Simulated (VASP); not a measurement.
# Cs2LiYF6 (Fm-3m) in VASP: single point with LDA

Aim: the single point of Cs2LiYF6 with LDA.

Everything below comes from runs of VASP 6.6.1. Logs are shortened: lines on timing, memory, paths and dates and some standing lists are left out, and cuts for length are marked.

## 1. The crystal as given

It takes space group Fm-3m (No. 225, cubic). Conventional cell: a = 8.962 Å, b = 8.962 Å, c = 8.962 Å, α = 90.00°, β = 90.00°, γ = 90.00°. Cs (site symmetry -43m) is surrounded by 12 F at 3.17 Å. Li (site symmetry m-3m) is surrounded by 6 F at 2.27 Å. Y (site symmetry m-3m) has 6 F at 2.21 Å as nearest neighbours. Around F (site symmetry 4mm) lie 1 Y at 2.21 Å and 1 Li at 2.27 Å.

The cell comes from a database or a generator and needn't be the stable form of this composition.

## 2. Single point, LDA

INCAR reads:

```
PREC     = Accurate       # precision mode
ENCUT    = 520            # plane-wave cutoff, eV
EDIFF    = 1E-7           # SCF threshold, eV
ISMEAR   = 0              # smearing method
SIGMA    = 0.01           # smearing width, eV
LREAL    = False          # projectors in reciprocal space
LASPH    = True           # aspherical terms in the spheres
NELM     = 100            # most SCF steps
ALGO     = Normal         # electronic algorithm
ISIF     = 2              # what is computed and relaxed
LWAVE    = False          # write WAVECAR
LCHARG   = False          # write CHGCAR
NBANDS   = 48             # bands
```

KPOINTS reads:

```
Automatic mesh
0
Gamma
  4 4 4
```

POSCAR reads:

```
Cs2LiYF6
1.0
    0.0000000000      4.4808280000      4.4808280000
    4.4808280000      0.0000000000      4.4808280000
    4.4808280000      4.4808280000      0.0000000000
Cs Li Y F
2 1 1 6
Direct
    0.2500000000      0.2500000000      0.2500000000
    0.7500000000      0.7500000000      0.7500000000
    0.5000000000      0.5000000000      0.5000000000
    0.0000000000      0.0000000000      0.0000000000
    0.2467240000      0.2467240000      0.7532760000
    0.2467240000      0.7532760000      0.7532760000
    0.7532760000      0.7532760000      0.2467240000
    0.2467240000      0.7532760000      0.2467240000
    0.7532760000      0.2467240000      0.7532760000
    0.7532760000      0.2467240000      0.2467240000
```

Potentials or basis: VASP PAW LDA potentials, release 64 (Cs_sv, Li_sv, Y_sv, F).

The run is started by

```sh
$ cat potpaw_LDA.64/Cs_sv/POTCAR potpaw_LDA.64/Li_sv/POTCAR potpaw_LDA.64/Y_sv/POTCAR potpaw_LDA.64/F/POTCAR > POTCAR
$ mpirun -np 1 vasp_std > vasp.out
```

OUTCAR:

```text
PREC = Accurate
   ENCUT = 520
   EDIFF = 1E-7
   ISMEAR = 0
   LREAL = False
   LASPH = True
   NELM = 100
   ISIF = 2

 ion  position               nearest neighbor table
   1  0.250  0.250  0.250-
   2  0.750  0.750  0.750-
   3  0.500  0.500  0.500-
   4  0.000  0.000  0.000-   5 2.21   6 2.21   7 2.21   8 2.21   9 2.21  10 2.21
   5  0.247  0.247  0.753-   4 2.21
   6  0.247  0.753  0.753-   4 2.21
   7  0.753  0.753  0.247-   4 2.21
   8  0.247  0.753  0.247-   4 2.21
   9  0.753  0.247  0.753-   4 2.21
  10  0.753  0.247  0.247-   4 2.21

  LATTYP: Found a face centered cubic cell.
 ALAT       =     8.9616560000

  Lattice vectors:

 A1 = (   0.0000000000,   4.4808280000,   4.4808280000)
 A2 = (   4.4808280000,   0.0000000000,   4.4808280000)
 A3 = (   4.4808280000,   4.4808280000,   0.0000000000)

Analysis of symmetry for initial positions (statically):
=====================================================================
 Subroutine PRICEL returns:
 Original cell was already a primitive cell.

 Routine SETGRP: Setting up the symmetry group for a
 face centered cubic supercell.

 Subroutine GETGRP returns: Found 48 space group operations
 (whereof 48 operations were pure point group operations)
 out of a pool of 48 trial point group operations.

The static configuration has the point symmetry O_h .

Analysis of symmetry for dynamics (positions and initial velocities):
=====================================================================
 Subroutine PRICEL returns:
 Original cell was already a primitive cell.

 Routine SETGRP: Setting up the symmetry group for a
 face centered cubic supercell.

 Subroutine GETGRP returns: Found 48 space group operations
 (whereof 48 operations were pure point group operations)
 out of a pool of 48 trial point group operations.

The dynamic configuration has the point symmetry O_h .

 Subroutine INISYM returns: Found 48 space group operations
 (whereof 48 operations are pure point group operations),
 and found     1 'primitive' translations

----------------------------------------------------------------------------------------

                                     Primitive cell

  volume of cell :     179.9305

  direct lattice vectors                    reciprocal lattice vectors
     0.000000000  4.480828000  4.480828000    -0.111586519  0.111586519  0.111586519
     4.480828000  0.000000000  4.480828000     0.111586519 -0.111586519  0.111586519
     4.480828000  4.480828000  0.000000000     0.111586519  0.111586519 -0.111586519

  length of vectors
     6.336847728  6.336847728  6.336847728     0.193273521  0.193273521  0.193273521

  position of ions in fractional coordinates (direct lattice)
     0.250000000  0.250000000  0.250000000
     0.750000000  0.750000000  0.750000000
     0.500000000  0.500000000  0.500000000
     0.000000000  0.000000000  0.000000000
     0.246724000  0.246724000  0.753276000
     0.246724000  0.753276000  0.753276000
     0.753276000  0.753276000  0.246724000
     0.246724000  0.753276000  0.246724000
     0.753276000  0.246724000  0.753276000
     0.753276000  0.246724000  0.246724000

  ion indices of the primitive-cell ions
   primitive index   ion index
                 1           1
                 2           2
                 3           3
                 4           4
                 5           5
                 6           6
                 7           7
                 8           8
                 9           9
                10          10

----------------------------------------------------------------------------------------

 KPOINTS: Automatic mesh

Automatic generation of k-mesh.
 Grid dimensions read from file:
 generate k-points for:    4    4    4

 Generating k-lattice:

  Cartesian coordinates                     Fractional coordinates (reciprocal lattice)
    -0.027896630  0.027896630  0.027896630     0.250000000  0.000000000  0.000000000
     0.027896630 -0.027896630  0.027896630     0.000000000  0.250000000  0.000000000
     0.027896630  0.027896630 -0.027896630     0.000000000  0.000000000  0.250000000

  Length of vectors
     0.048318380  0.048318380  0.048318380

  Shift w.r.t. Gamma in fractional coordinates (k-lattice)
     0.000000000  0.000000000  0.000000000

 Subroutine IBZKPT returns following result:
 ===========================================

 Found      8 irreducible k-points:

 Following reciprocal coordinates:
            Coordinates               Weight
  0.000000  0.000000  0.000000      1.000000
  0.250000  0.000000  0.000000      8.000000
  0.500000  0.000000  0.000000      4.000000
  0.250000  0.250000  0.000000      6.000000
  0.500000  0.250000  0.000000     24.000000
 -0.250000  0.250000  0.000000     12.000000
  0.500000  0.500000  0.000000      3.000000
 -0.250000  0.500000  0.250000      6.000000
   k-points           NKPTS =      8   k-points in BZ     NKDIM =      8   number of bands    NBANDS=     48
   number of dos      NEDOS =    301   number of ions     NIONS =     10
   total plane-waves  NPLWV = 110592
   dimension x,y,z NGX =    48 NGY =   48 NGZ =   48
   dimension x,y,z NGXF=    96 NGYF=   96 NGZF=   96
   ions per type =               2   1   1   6
   NGX,Y,Z   is equivalent  to a cutoff of  12.59, 12.59, 12.59 a.u.
   NGXF,Y,Z  is equivalent  to a cutoff of  25.19, 25.19, 25.19 a.u.
 SYSTEM =  unknown system
   PREC   = accura    normal or accurate (medium, high low for compatibility)
   ISTART =      0    job   : 0-new  1-cont  2-samecut
   ICHARG =      2    charge: 1-file 2-atom 10-const
   ISPIN  =      1    spin polarized calculation?
   LNONCOLLINEAR =      F non collinear calculations
   LSORBIT =      F    spin-orbit coupling
   LASPH  =      T    aspherical Exc in radial PAW
   ENCUT  =  520.0 eV  38.22 Ry    6.18 a.u.  11.78 11.78 11.78*2*pi/ulx,y,z
   NELM   =    100;   NELMIN=  2; NELMDL= -5     # of ELM steps
   EDIFF  = 0.1E-06   stopping-criterion for ELM
   LREAL  =      F    real-space projection
   EDIFFG = 0.1E-05   stopping-criterion for IOM
   NSW    =      0    number of steps for IOM
   IBRION =     -1    ionic relax: 0-MD 1-quasi-New 2-CG
   NFREE  =      0    steps in history (QN), initial steepest desc. (CG)
   ISIF   =      2    stress and relaxation
   ISYM   =      2    0-nonsym 1-usesym 2-fastsym
   POTIM  = 0.5000    time-step for ionic-motion
   TEBEG  =    0.0;   TEEND  =   0.0 temperature during run
   PSTRESS=    0.0 pullay stress
   NELECT =      74.0000    total number of electrons
   NUPDOWN=      -1.0000    fix difference up-down
   EMIN   =  10.00;   EMAX   =-10.00  energy-range for DOS
   EFERMI =   0.00;   METHOD = LEGACY
   ISMEAR =     0;   SIGMA  =   0.01  broadening in eV -4-tet -1-fermi 0-gaus
   EFERMI_NEDOS =   21; number of points for ismear=-14 and -15
   IALGO  =     38    algorithm
   IMIX   =      4    mixing-type and parameters
     AMIX     =   0.40;   BMIX     =  1.00
     AMIX_MAG =   1.60;   BMIX_MAG =  1.00
  volume/ion in A,a.u.               =      17.99       121.42
  Fermi-wavevector in a.u.,A,eV,Ry     =   1.217448  2.300643 20.166282  1.482180
  Thomas-Fermi vector in A             =   2.352768
   LORBIT       =      0    0 simple, 1 ext, 2 COOP (PROOUT), +10 PAW based schemes
   GGA     = CA    functional components
   LHFCALC =     F    Hartree Fock is set to
   AEXX    =    0.0000 exact exchange contribution
   IVDW    =     0    specifies the selected vdW correction
   LEPSILON=     F    determine dielectric tensor
   LRPA    =     F    only Hartree local field effects (RPA)
 non-spin polarized calculation
 Gauss-broadening in eV      SIGMA  =   0.01
  energy-cutoff  :      520.00
  volume of cell :      179.93
 maximum number of plane-waves:      4909
   NGX = 23   NGY = 23   NGZ = 23

 number of electron      73.9999996 magnetization

 Free energy of the ion-electron system (eV)
  ---------------------------------------------------
  ext. energy  EPLUGINS =         0.00000000
  ---------------------------------------------------
  free energy    TOTEN  =       -58.66867780 eV

  energy without entropy =      -58.66867780  energy(sigma->0) =      -58.66867780

 E-fermi :  -2.2696     XC(G=0):  -9.5219

 val. band max:       -2.3627677843   @ k =   0.0000   0.0000   0.0000
 cond. band min:       4.5684571539   @ k =   0.0000   0.0000   0.0000
 fundamental gap:      6.9312249382
 Fermi energy:        -2.2696226009

 k-point     1 :       0.0000    0.0000    0.0000
  band No.  band energies     occupation
      1     -42.9418      2.00000
      2     -40.4385      2.00000
      3     -22.1041      2.00000
      4     -22.1041      2.00000
      5     -22.1041      2.00000
      6     -21.2715      2.00000
[... 40 lines left out ...]
     47       9.2299      0.00000
     48       9.2299      0.00000

 k-point     2 :       0.2500    0.0000    0.0000
  band No.  band energies     occupation
      1     -42.9417      2.00000
      2     -40.4385      2.00000
      3     -22.1319      2.00000
      4     -22.0961      2.00000
      5     -22.0961      2.00000
      6     -21.2015      2.00000
[... 40 lines left out ...]
     47       8.8700      0.00000
     48       9.0110      0.00000

 k-point     3 :       0.5000    0.0000    0.0000
  band No.  band energies     occupation
      1     -42.9418      2.00000
      2     -40.4384      2.00000
      3     -22.1568      2.00000
      4     -22.0883      2.00000
      5     -22.0883      2.00000
      6     -21.1325      2.00000
[... 244 lines left out ...]
     47       8.5802      0.00000
     48       8.9186      0.00000

 k-point     8 :      -0.2500    0.5000    0.2500
  band No.  band energies     occupation
      1     -42.9418      2.00000
      2     -40.4384      2.00000
      3     -22.1185      2.00000
      4     -22.1185      2.00000
      5     -22.1089      2.00000
      6     -21.1013      2.00000
[... 40 lines left out ...]
     47       8.1548      0.00000
     48       8.9334      0.00000

------------------------ aborting loop because EDIFF is reached ----------------------------------------

  FORCE on cell =-STRESS in cart. coord.  units (eV):
  Direction    XX          YY          ZZ          XY          YZ          ZX
  --------------------------------------------------------------------------------------
  -------------------------------------------------------------------------------------
  Total       -6.7545847     -6.7545847     -6.7545847      0.0000000      0.0000000      0.0000000
  in kB      -60.1456774    -60.1456774    -60.1456774      0.0000000      0.0000000      0.0000000
  external PRESSURE =     -60.1456774 kB  Pullay stress =       0.0000000 kB

 VOLUME and BASIS-vectors are now :
 -----------------------------------------------------------------------------
  energy-cutoff  :      520.00
  volume of cell :      179.93
      direct lattice vectors                 reciprocal lattice vectors
     0.000000000  4.480828000  4.480828000    -0.111586519  0.111586519  0.111586519
     4.480828000  0.000000000  4.480828000     0.111586519 -0.111586519  0.111586519
     4.480828000  4.480828000  0.000000000     0.111586519  0.111586519 -0.111586519

 POSITION                                       TOTAL-FORCE (eV/Angst)
 -----------------------------------------------------------------------------------
      2.24041      2.24041      2.24041         0.000000     -0.000000      0.000000
      6.72124      6.72124      6.72124         0.000000     -0.000000      0.000000
      4.48083      4.48083      4.48083         0.000000     -0.000000      0.000000
      0.00000      0.00000      0.00000         0.000000     -0.000000      0.000000
      4.48083      4.48083      2.21106         0.000000     -0.000000     -0.396979
      6.75060      4.48083      4.48083         0.396979     -0.000000      0.000000
      4.48083      4.48083      6.75060         0.000000     -0.000000      0.396979
      4.48083      2.21106      4.48083         0.000000     -0.396979      0.000000
      4.48083      6.75060      4.48083         0.000000      0.396979      0.000000
      2.21106      4.48083      4.48083        -0.396979     -0.000000      0.000000
 -----------------------------------------------------------------------------------
    total drift:                                0.000000      0.000000      0.000000

  FREE ENERGIE OF THE ION-ELECTRON SYSTEM (eV)
  ---------------------------------------------------
  free  energy   TOTEN  =       -58.6686778039 eV

  energy  without entropy=      -58.6686778039  energy(sigma->0) =      -58.66867780
```

It took 69 s on 1 thread of Intel Xeon Platinum 8488C (Sapphire Rapids), shared host; peak memory 0.29 GiB.

What came out:

```
Free energy            : -58.6687 eV
Largest force          : 0.397 eV/Å
Band gap on the k mesh : 6.93 eV, direct
```

Forces on the atoms (eV/Å):
```
Cs   0.000  0.000  0.000
Cs   0.000  0.000  0.000
Li   0.000  0.000  0.000
Y    0.000  0.000  0.000
F    0.000  0.000 -0.397
F    0.397  0.000  0.000
F    0.000  0.000  0.397
F    0.000 -0.397  0.000
F    0.000  0.397  0.000
F   -0.397  0.000  0.000
```

Caveat: the cutoff is under 1.25 times the usual one of these potentials, so pressure, stress and relaxed cells hold a basis-set (Pulay) error; spin-orbit coupling is left out, which moves the levels of the heavy elements. LDA gaps usually lie below the measured ones, often by a third to a half.
